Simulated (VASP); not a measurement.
Output of a VASP run:

**OSZICAR**
```
       N       E                     dE             d eps       ncg     rms          rms(c)
DAV:   1     0.346251976692E+02    0.34625E+02   -0.57544E+03  3122   0.210E+03
DAV:   2    -0.423952303857E+01   -0.38865E+02   -0.36828E+02  2996   0.194E+02
DAV:   3    -0.461917502199E+01   -0.37965E+00   -0.37834E+00  3507   0.282E+01
DAV:   4    -0.462166701589E+01   -0.24920E-02   -0.24918E-02  3696   0.203E+00
DAV:   5    -0.462169175462E+01   -0.24739E-04   -0.24739E-04  3553   0.168E-01    0.776E+00
DAV:   6    -0.402223503075E+01    0.59946E+00   -0.15929E+01  3119   0.948E+01    0.353E+00
DAV:   7    -0.370811350541E+01    0.31412E+00   -0.23427E+00  3172   0.360E+01    0.664E-01
DAV:   8    -0.369415227488E+01    0.13961E-01   -0.57212E-03  4136   0.985E-01    0.238E-01
DAV:   9    -0.369313562910E+01    0.10166E-02   -0.68689E-03  3267   0.182E+00    0.281E-02
DAV:  10    -0.369314087217E+01   -0.52431E-05   -0.23636E-05  4396   0.922E-02    0.113E-02
DAV:  11    -0.369313837837E+01    0.24938E-05   -0.33487E-06  3348   0.414E-02    0.246E-04
DAV:  12    -0.369313854710E+01   -0.16874E-06   -0.14098E-08  1968   0.173E-03    0.171E-04
DAV:  13    -0.369313855834E+01   -0.11237E-07   -0.52595E-09  1623   0.135E-03
   1 F= -.42864295E+01 E0= -.42864376E+01  d E =0.245414E-04
```

File OUTCAR:
```
------------------------ aborting loop because EDIFF is reached ----------------------------------------
  Edisp (eV):   -0.59329
  FORCE on cell =-STRESS in cart. coord.  units (eV):
  Direction    XX          YY          ZZ          XY          YZ          ZX
  --------------------------------------------------------------------------------------
  Total       0.34397     0.34397     0.34397    -0.00000    -0.00000     0.00000
  in kB      49.62293    49.62293    49.62293    -0.00000    -0.00000     0.00000
  external pressure =       49.62 kB  Pullay stress =        0.00 kB
  volume of cell :       11.11
      direct lattice vectors                 reciprocal lattice vectors
     0.000000000  1.770812807  1.770812807    -0.282356214  0.282356214  0.282356214
     1.770812807  0.000000000  1.770812807     0.282356214 -0.282356214  0.282356214
     1.770812807  1.770812807  0.000000000     0.282356214  0.282356214 -0.282356214
 POSITION                                       TOTAL-FORCE (eV/Angst)
 -----------------------------------------------------------------------------------
      0.00000      0.00000      0.00000         0.000000      0.000000     -0.000000
 -----------------------------------------------------------------------------------
    total drift:                               -0.000000     -0.000000     -0.000000
  FREE ENERGIE OF THE ION-ELECTRON SYSTEM (eV)
  ---------------------------------------------------
  free  energy   TOTEN  =        -4.2864294657 eV

  energy  without entropy=       -4.2864540070  energy(sigma->0) =       -4.28643765
```
(Selected blocks of OUTCAR.)

File POSCAR:
```
Cu
1
    0.0000000000     1.7708128069     1.7708128069
    1.7708128069     0.0000000000     1.7708128069
    1.7708128069     1.7708128069     0.0000000000
Cu
1
Direct
  0.0000000000   0.0000000000   0.0000000000
```

Q: Reconstruct the remaining input files.

A: This is not unique; one that fits is the input of the run itself, PBE GGA with D4 dispersion, plane waves, VASP's PBE PAW potentials (set 64).

### KPOINTS
```
Automatic
0
G
 17 17 17
```

### INCAR
```
ISIF = 2   # forces and stress, cell fixed
ISMEAR = 1   # Methfessel-Paxton
LASPH = T   # aspherical one-centre terms
SYSTEM = Cu
SIGMA = 0.1   # width (eV)
LCHARG = F
PREC = Accurate
LMAXMIX = 4
EDIFF = 1E-7
ENCUT = 520
GGA = PE   # PBE
IVDW = 13
ALGO = Normal
NELM = 100   # most electronic steps
LREAL = F   # projection in real space or not
LWAVE = F
```

POTCAR, in this order: Cu (PBE.64 set). Program: vasp_std.

The compound is Cu in the fcc structure. This cell is one point of a volume scan, at 0.97 of the reference volume.
